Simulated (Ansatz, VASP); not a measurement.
## Ga (Gallium) in two plane-wave programs

Wanted: the spread between two codes on one cell, functional and k mesh. The two relaxations start from unlike cells of this crystal (the structure described is Ansatz's start), so only their ends are compared.

Method: plane waves, with VASP 6.6.1 beside it; relaxation of cell and atoms at r2SCAN, in Ansatz 0.2.0.

### Step 1. The structure

The structure is orthorhombic, space group Cmce (No. 64). The conventional cell has a = 4.646 Å, b = 7.772 Å, c = 4.511 Å, α = 90.00°, β = 90.00°, γ = 90.00°. Nearest to Ga lie 5 Ga at 2.53 to 2.77 Å.

Coordinates:

```xyz
4
Lattice="2.3228 -3.8859 0.0000 2.3228 3.8859 0.0000 0.0000 0.0000 4.5105" Properties=species:S:1:pos:R:3 pbc="T T T"
Ga    2.3228   -2.6750    0.3710
Ga    2.3228   -1.2109    2.6262
Ga    2.3228    2.6750    4.1395
Ga    2.3228    1.2109    1.8843
```

### Step 2. VASP: relaxation of cell and atoms, r2SCAN

The relaxed volume is the usual yardstick between codes: in a stiff, nearly cubic crystal its relative difference is about their pressure difference at one cell divided by the bulk modulus.

Lines of VASP's logs that name or quote its potential files are left out, and so is its time.

Contents of INCAR:

```
SYSTEM = Ga
PREC = Accurate
ENCUT = 550
EDIFF = 1E-07
NELM = 120
ISMEAR = 1
SIGMA = 0.2
LREAL = .FALSE.
ALGO = Normal
METAGGA = R2SCAN
LASPH = .TRUE.
NBANDS = 32
LORBIT = 11
LWAVE = .FALSE.
LCHARG = .FALSE.
ISIF = 3
IBRION = 2
NSW = 80
EDIFFG = -0.005
GGA_COMPAT = .FALSE.
NELMIN = 4
LMIXTAU = .TRUE.
KPAR = 2
```

Contents of POSCAR:

```
Ga
1.0
    2.2085940816     -3.8050745362      0.0000000000
    2.2085940816      3.8050745362      0.0000000000
    0.0000000000      0.0000000000      4.5615740191
Ga
4
Direct
    0.8446029270      0.1553970730      0.0857338654
    0.6553970730      0.3446029270      0.5857337545
    0.1553970730      0.8446029270      0.9142663563
    0.3446029270      0.6553970730      0.4142662455
```

Contents of KPOINTS:

```
Automatic mesh
0
Gamma
8 8 6
0 0 0
```

PAW data sets: Ga_d (PBE family, release 64).

The run is started by

```sh
mpirun -np 2 vasp_std
```

Numbers of over 12 decimals in the logs are rounded to 6 here.

What it wrote:

```text
[banner, memory and clock lines left out]
running    2 mpi-ranks, on    1 nodes
 distrk:  each k-point on    1 cores,    2 groups
 distr:  one band on    1 cores,    1 groups

 POSCAR found type information on POSCAR Ga
 POSCAR found :  1 types and       4 ions
|                                                                             |
|               ----> ADVICE to this user running VASP <----                  |
|                                                                             |
|     You enforced a specific xc type in the INCAR file but a different       |
|     [... a line on the potential file left out ...]
|     I HOPE YOU KNOW WHAT YOU ARE DOING!                                     |
|                                                                             |

 LDA part: xc-table for (None), standard interpolation
 POSCAR, INCAR and KPOINTS ok, starting setup
 FFT: planning ... GRIDC
 FFT: planning ... GRID_SOFT
 FFT: planning ... GRID
 WAVECAR not read
 entering main loop
       N       E                     dE             d eps       ncg     rms          rms(c)
DAV:   1     0.331372131102E+03    0.33137E+03   -0.27695E+04  5512   0.329E+03
DAV:   2    -0.697356476018E+01   -0.33835E+03   -0.33173E+03  5528   0.589E+02
DAV:   3    -0.493146729247E+02   -0.42341E+02   -0.41969E+02  6120   0.159E+02
DAV:   4    -0.505468184101E+02   -0.12321E+01   -0.12297E+01  6072   0.314E+01
DAV:   5    -0.505721282876E+02   -0.25310E-01   -0.25308E-01  6584   0.459E+00    0.258E+00
DAV:   6    -0.463850071629E+02    0.41871E+01   -0.14261E+00  6600   0.169E+01    0.141E+00
DAV:   7    -0.446139546175E+02    0.17711E+01   -0.60670E-01  5960   0.679E+00    0.749E-01
DAV:   8    -0.457368084225E+02   -0.11229E+01   -0.47766E-01  5440   0.463E+00    0.308E-01
DAV:   9    -0.457444338182E+02   -0.76254E-02   -0.68390E-02  5704   0.172E+00    0.120E-01
DAV:  10    -0.457524617544E+02   -0.80279E-02   -0.20807E-02  6088   0.139E+00    0.724E-02
DAV:  11    -0.457499706937E+02    0.24911E-02   -0.14211E-02  5528   0.786E-01    0.762E-02
DAV:  12    -0.457552143040E+02   -0.52436E-02   -0.23433E-03  5600   0.352E-01    0.475E-02
DAV:  13    -0.457573070495E+02   -0.20927E-02   -0.11833E-03  5984   0.206E-01    0.195E-02
DAV:  14    -0.457576701915E+02   -0.36314E-03   -0.25544E-04  6008   0.153E-01    0.698E-03
DAV:  15    -0.457577301828E+02   -0.59991E-04   -0.47267E-05  5904   0.515E-02    0.436E-03
DAV:  16    -0.457577522535E+02   -0.22071E-04   -0.26134E-05  5912   0.352E-02    0.241E-03
DAV:  17    -0.457577548602E+02   -0.26067E-05   -0.17341E-06  5912   0.135E-02    0.119E-03
DAV:  18    -0.457577563216E+02   -0.14614E-05   -0.68352E-07  4664   0.563E-03    0.702E-04
DAV:  19    -0.457577564303E+02   -0.10871E-06   -0.64350E-07  4352   0.662E-03    0.145E-04
DAV:  20    -0.457577564005E+02    0.29833E-07   -0.28461E-08  3280   0.187E-03
   1 F= -.45757756E+02 E0= -.45758238E+02  d E =-.457578E+02
 curvature:   0.00 expect dE= 0.000E+00 dE for cont linesearch  0.000E+00
 trial: gam= 0.00000 g(F)=  0.262E-05 g(S)=  0.113E-04 ort = 0.000E+00 (trialstep = 0.100E+01)
 search vector abs. value=  0.139E-04
 bond charge predicted
       N       E                     dE             d eps       ncg     rms          rms(c)
DAV:   1    -0.457579121981E+02   -0.15577E-03   -0.25858E-03  6528   0.611E-01    0.756E-02
DAV:   2    -0.457577858093E+02    0.12639E-03   -0.35554E-04  6600   0.256E-01    0.356E-02
DAV:   3    -0.457577445927E+02    0.41217E-04   -0.43090E-05  6832   0.835E-02    0.832E-03
DAV:   4    -0.457577428312E+02    0.17615E-05   -0.22404E-05  5576   0.406E-02    0.115E-03
DAV:   5    -0.457577476651E+02   -0.48339E-05   -0.29505E-06  5672   0.133E-02    0.669E-04
DAV:   6    -0.457577491454E+02   -0.14803E-05   -0.34722E-07  4616   0.390E-03    0.436E-04
DAV:   7    -0.457577505487E+02   -0.14033E-05   -0.70667E-08  3120   0.286E-03    0.112E-04
DAV:   8    -0.457577511818E+02   -0.63304E-06   -0.31911E-08  2856   0.197E-03    0.386E-05
DAV:   9    -0.457577511307E+02    0.51117E-07   -0.83361E-09  2840   0.104E-03
   2 F= -.45757751E+02 E0= -.45758228E+02  d E =0.526980E-05
 trial-energy change:    0.000005  1 .order   -0.000008   -0.000014   -0.000002
 step:   1.1624(harm=  1.1624)  dis= 0.00021  next Energy=   -45.757764 (dE=-0.808E-05)
 reached required accuracy - stopping structural energy minimisation
```

OUTCAR, selected parts (step 2):

```text
ion  position               nearest neighbor table
   1  0.845  0.155  0.086-   3 2.49   4 2.67   4 2.67   2 2.70   2 2.70   3 2.75   3 2.75
   2  0.655  0.345  0.586-   4 2.49   3 2.67   3 2.67   1 2.70   1 2.70   4 2.75   4 2.75
   3  0.155  0.845  0.914-   1 2.49   2 2.67   2 2.67   4 2.70   4 2.70   1 2.75   1 2.75
   4  0.345  0.655  0.414-   2 2.49   1 2.67   1 2.67   3 2.70   3 2.70   2 2.75   2 2.75

  LATTYP: Found a base centered orthorhombic cell.
 ALAT       =     4.4171881632
 B/A-ratio  =     1.7228491953
 C/A-ratio  =     1.0326872776

 Subroutine GETGRP returns: Found  8 space group operations
 (whereof  4 operations were pure point group operations)

The static configuration has the point symmetry C_2h.
 The point group associated with its full space group is D_2h.

 Found     84 irreducible k-points:

   k-points           NKPTS =     84   k-points in BZ     NKDIM =     84   number of bands    NBANDS=     32

   dimension x,y,z NGX =    36 NGY =   36 NGZ =   36
   dimension x,y,z NGXF=    72 NGYF=   72 NGZF=   72

   ENCUT  =  550.0 eV  40.42 Ry    6.36 a.u.   8.41  8.41  8.72*2*pi/ulx,y,z

   NELECT =      52.0000    total number of electrons

 k-points in reciprocal lattice and weights: Automatic mesh
   0.00000000  0.00000000  0.00000000       0.003
   0.12500000  0.00000000  0.00000000       0.010
   0.25000000  0.00000000  0.00000000       0.010
   0.37500000 -0.00000000  0.00000000       0.010
   0.50000000  0.00000000  0.00000000       0.005
   0.12500000  0.12500000  0.00000000       0.005
   0.25000000  0.12500000  0.00000000       0.010
   0.37500000  0.12500000  0.00000000       0.010
   0.50000000  0.12500000  0.00000000       0.010
[...]
-0.37500000  0.37500000  0.50000000       0.005
   0.50000000  0.50000000  0.50000000       0.003

 average (electrostatic) potential at core
       1 -70.0872       2 -70.0872       3 -70.0872       4 -70.0872

 E-fermi :   5.1560

 k-point     1 :       0.0000    0.0000    0.0000
  band No.  band energies     occupation
    ...
     22       0.5465      2.00000
     23       0.9142      2.00000
     24       3.2945      2.00000
     25       3.7932      2.00000
     26       4.2177      2.00000
     27       6.1689     -0.00000
     28       6.3229     -0.00000
     29       6.3244     -0.00000
     30      10.7582      0.00000
     31      10.7693      0.00000
    ...

 k-point     2 :       0.1250    0.0000    0.0000
  band No.  band energies     occupation
    ...
     22       0.5173      2.00000
     23       1.0243      2.00000
     24       1.5724      2.00000
     25       3.8142      2.00000
     26       4.7705      2.02004
     27       5.6143     -0.00559
     28       7.0059     -0.00000
     29       8.1476     -0.00000
     30       9.4922      0.00000
     31       9.9131      0.00000
    ...

 k-point     3 :       0.2500    0.0000    0.0000
  band No.  band energies     occupation
    ...
     22      -0.7485      2.00000
     23       1.1162      2.00000
     24       1.2871      2.00000
     25       3.3202      2.00000
     26       3.8442      2.00000
     27       7.5408     -0.00000
     28       7.5821     -0.00000
     29       7.9737     -0.00000
     30       8.5886     -0.00000
     31      10.5285      0.00000
    ...

  Total        0.0060216      0.0003424     -0.0115675      0.0000000     -0.0000000      0.0000000
  in kB        0.1257731      0.0071522     -0.2416077      0.0000000     -0.0000000      0.0000000
  external PRESSURE =      -0.0362275 kB  Pullay stress =       0.0000000 kB

  energy-cutoff  :      550.00
  volume of cell :       76.71
      direct lattice vectors                 reciprocal lattice vectors
     2.209365619 -3.805511995  0.000000000     0.226309306 -0.131388365  0.000000000
     2.209365619  3.805511995 -0.000000000     0.226309306  0.131388365  0.000000000
     0.000000000  0.000000000  4.561705972     0.000000000  0.000000000  0.219216233

 POSITION                                       TOTAL-FORCE (eV/Angst)
 -----------------------------------------------------------------------------------
      2.20937     -2.62296      0.39107         0.000000     -0.000229      0.000346
      2.20937     -1.18255      2.67193         0.000000      0.000229      0.000346
      2.20937      2.62296      4.17063         0.000000      0.000229     -0.000346
      2.20937      1.18255      1.88978         0.000000     -0.000229     -0.000346
 -----------------------------------------------------------------------------------
    total drift:                                0.000000     -0.000000     -0.000000

  FREE ENERGIE OF THE ION-ELECTRON SYSTEM (eV)
  ---------------------------------------------------
  free  energy   TOTEN  =       -45.7577511307 eV

  energy  without entropy=      -45.7591832009  energy(sigma->0) =      -45.75822849

 reached required accuracy - stopping structural energy minimisation

 total charge
# of ion       s       p       d       tot
------------------------------------------
    1        0.917   0.745   9.960  11.621
    2        0.917   0.745   9.960  11.621
    3        0.917   0.745   9.960  11.621
    4        0.917   0.745   9.960  11.621
--------------------------------------------------
tot          3.666   2.978  39.839  46.484

[... 3 further parts left out ...]
```

CONTCAR:

```
Ga
   1.00000000000000
     2.2093656186013435   -3.8055119947737568    0.0000000000000000
     2.2093656186013435    3.8055119947737568   -0.0000000000000000
     0.0000000000000000    0.0000000000000000    4.5617059719956909
  Ga
     4
Direct
     0.8446261465076357    0.1553738534923643    0.0857294575618957
     0.6553738534923643    0.3446261465076357    0.5857293466618919
     0.1553738534923643    0.8446261465076357    0.9142707641381030
     0.3446261465076357    0.6553738534923643    0.4142706533381081
```

The run keeps the 8 symmetry operations of its start, so it cannot find a distortion of lower symmetry.

(Continued in part 2 of 2.)

[Lines on the potential files, build, host, timing and source positions are cut from VASP's logs without a mark.]

[Logs are printed without paths, hosts, clocks, repeated set-up lines and the standing remarks that a program may print on its own settings, such as how far it seeks lower states.]

[Hosts, paths, dates, database ids (printed as entryN), source tags and the programs' standing remarks are cut or masked in the printed files.]
